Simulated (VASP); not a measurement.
All values below come from PBE GGA, VASP's PBE PAW potentials (set 64) (plane waves; VASP).

Input for VASP

POSCAR:
```
GaSb
1.0
  0.0000000000   3.1084970000   3.1084970000
  3.1084970000   0.0000000000   3.1084970000
  3.1084970000   3.1084970000   0.0000000000
Ga Sb
1 1
Direct
  0.0000000000   0.0000000000   0.0000000000
  0.7500000000   0.7500000000   0.7500000000
```

### KPOINTS
```
Automatic mesh
0
Gamma
6 6 6
0 0 0
```

**INCAR**
```
ALGO = Normal
LREAL = .FALSE.   # projection in real space or not
LMAXMIX = 4
SYSTEM = GaSb
ENCUT = 300
NELM = 100
SIGMA = 0.1   # width (eV)
LCHARG = .FALSE.
GGA = PE
LASPH = .TRUE.   # aspherical one-centre terms
ISMEAR = 1
LWAVE = .FALSE.
PREC = Accurate
ISIF = 2
EDIFF = 1E-6   # SCF stop (eV)
```

POTCAR, in this order: Ga_d Sb (PBE.64 set). Program: vasp_std.

What VASP printed:

### OUTCAR
```
 ion  position               nearest neighbor table
   1  0.000  0.000  0.000-   2 2.69   2 2.69   2 2.69   2 2.69
   2  0.750  0.750  0.750-   1 2.69   1 2.69   1 2.69   1 2.69
  LATTYP: Found a face centered cubic cell.
 ALAT       =     6.2169940000
 Subroutine PRICEL returns:
 Original cell was already a primitive cell.
 Subroutine GETGRP returns: Found 24 space group operations
The static configuration has the point symmetry T_d .
The dynamic configuration has the point symmetry T_d .
 Subroutine INISYM returns: Found 24 space group operations
 Subroutine IBZKPT returns following result:
 Found     16 irreducible k-points:

 Following reciprocal coordinates:
            Coordinates               Weight
  0.000000  0.000000  0.000000      1.000000
  0.166667  0.000000  0.000000      8.000000
  0.333333  0.000000  0.000000      8.000000
  0.500000  0.000000  0.000000      4.000000
  0.166667  0.166667  0.000000      6.000000
  0.333333  0.166667  0.000000     24.000000
  0.500000  0.166667  0.000000     24.000000
 -0.333333  0.166667  0.000000     24.000000
 -0.166667  0.166667  0.000000     12.000000
  0.333333  0.333333  0.000000      6.000000
  0.500000  0.333333  0.000000     24.000000
 -0.333333  0.333333  0.000000     12.000000
  0.500000  0.500000  0.000000      3.000000
  0.500000  0.333333  0.166667     24.000000
 -0.333333  0.333333  0.166667     24.000000
 -0.333333  0.500000  0.166667     12.000000
   k-points           NKPTS =     16   k-points in BZ     NKDIM =     16   number of bands    NBANDS=     13
   number of dos      NEDOS =    301   number of ions     NIONS =      2
   total plane-waves  NPLWV =  21952
   dimension x,y,z NGX =    28 NGY =   28 NGZ =   28
   dimension x,y,z NGXF=    56 NGYF=   56 NGZF=   56
   ions per type =               1   1
   PREC   = accura    normal or accurate (medium, high low for compatibility)
   ISTART =      0    job   : 0-new  1-cont  2-samecut
   ICHARG =      2    charge: 1-file 2-atom 10-const
   ISPIN  =      1    spin polarized calculation?
   LNONCOLLINEAR =      F non collinear calculations
   LSORBIT =      F    spin-orbit coupling
   INIWAV =      1    electr: 0-lowe 1-rand  2-diag
   ENCUT  =  300.0 eV  22.05 Ry    4.70 a.u.   6.21  6.21  6.21*2*pi/ulx,y,z
   NELM   =    100;   NELMIN=  2; NELMDL= -5     # of ELM steps
   EDIFF  = 0.1E-05   stopping-criterion for ELM
   LREAL  =      F    real-space projection
   NLSPLINE    = F    spline interpolate recip. space projectors
   LMAXMIX     =    4 max onsite mixed and CHGCAR
   VOSKOWN=      0    Vosko Wilk Nusair interpolation
   EDIFFG = 0.1E-04   stopping-criterion for IOM
   NSW    =      0    number of steps for IOM
   NBLOCK =      1;   KBLOCK =      1    inner block; outer block
   IBRION =     -1    ionic relax: 0-MD 1-quasi-New 2-CG
   NFREE  =      0    steps in history (QN), initial steepest desc. (CG)
   ISIF   =      2    stress and relaxation
   ISYM   =      2    0-nonsym 1-usesym 2-fastsym
   TEIN   =    0.0    initial temperature
   TEBEG  =    0.0;   TEEND  =   0.0 temperature during run
   SMASS  =  -3.00    Nose mass-parameter (am)
   PSTRESS=    0.0 pullay stress
   NELECT =      18.0000    total number of electrons
   EFERMI =   0.00;   METHOD = LEGACY
   ISMEAR =     1;   SIGMA  =   0.10  broadening in eV -4-tet -1-fermi 0-gaus
   IALGO  =     38    algorithm
   LDIAG  =      T    sub-space diagonalisation (order eigenvalues)
   IMIX   =      4    mixing-type and parameters
     AMIX     =   0.40;   BMIX     =  1.00
     AMIX_MAG =   1.60;   BMIX_MAG =  1.00
     AMIN     =   0.10
   GGA     = PE    functional components
   VOSKOWN =     0    Vosko Wilk Nusair interpolation
   LHFCALC =     F    Hartree Fock is set to
...
```

### OSZICAR
```
       N       E                     dE             d eps       ncg     rms          rms(c)
DAV:   1     0.654031868538E+02    0.65403E+02   -0.70073E+03   416   0.126E+03
DAV:   2    -0.280615991293E+01   -0.68209E+02   -0.66591E+02   456   0.252E+02
DAV:   3    -0.732294378358E+01   -0.45168E+01   -0.45066E+01   546   0.632E+01
DAV:   4    -0.739091058393E+01   -0.67967E-01   -0.67952E-01   459   0.863E+00
DAV:   5    -0.739274091129E+01   -0.18303E-02   -0.18303E-02   562   0.120E+00    0.300E+00
DAV:   6    -0.735290040460E+01    0.39841E-01   -0.70568E-02   576   0.443E+00    0.182E+00
DAV:   7    -0.734243475192E+01    0.10466E-01   -0.40689E-02   466   0.178E+00    0.342E-01
DAV:   8    -0.734342734988E+01   -0.99260E-03   -0.47935E-03   498   0.926E-01    0.703E-02
DAV:   9    -0.734393122013E+01   -0.50387E-03   -0.73062E-04   461   0.244E-01    0.338E-02
DAV:  10    -0.734398968419E+01   -0.58464E-04   -0.64871E-05   501   0.531E-02    0.985E-03
DAV:  11    -0.734400953983E+01   -0.19856E-04   -0.32870E-05   431   0.476E-02    0.395E-03
DAV:  12    -0.734401069363E+01   -0.11538E-05   -0.16299E-06   441   0.100E-02    0.856E-04
DAV:  13    -0.734401050522E+01    0.18841E-06   -0.62044E-08   233   0.222E-03
   1 F= -.73440105E+01 E0= -.73438962E+01  d E =-.343051E-03
```

**OUTCAR**
```
------------------------ aborting loop because EDIFF is reached ----------------------------------------
  FORCE on cell =-STRESS in cart. coord.  units (eV):
  Direction    XX          YY          ZZ          XY          YZ          ZX
  --------------------------------------------------------------------------------------
  Total        0.0161800      0.0161800      0.0161800      0.0000000      0.0000000      0.0000000
  in kB        0.4315280      0.4315280      0.4315280      0.0000000      0.0000000      0.0000000
  external PRESSURE =       0.4315280 kB  Pullay stress =       0.0000000 kB
  volume of cell :       60.07
      direct lattice vectors                 reciprocal lattice vectors
     0.000000000  3.108497000  3.108497000    -0.160849439  0.160849439  0.160849439
     3.108497000  0.000000000  3.108497000     0.160849439 -0.160849439  0.160849439
     3.108497000  3.108497000  0.000000000     0.160849439  0.160849439 -0.160849439
  FREE ENERGIE OF THE ION-ELECTRON SYSTEM (eV)
  ---------------------------------------------------
  free  energy   TOTEN  =        -7.3440105052 eV

  energy  without entropy=       -7.3436674546  energy(sigma->0) =       -7.34389616
```
(Selected blocks of OUTCAR.)

At this cut-off the stress carries a Pulay error, which pulls relaxed volumes low.

The structure comes from a computed database's GaSb entry; how it stands against other phases isn't given here. The cell was not relaxed at this level.
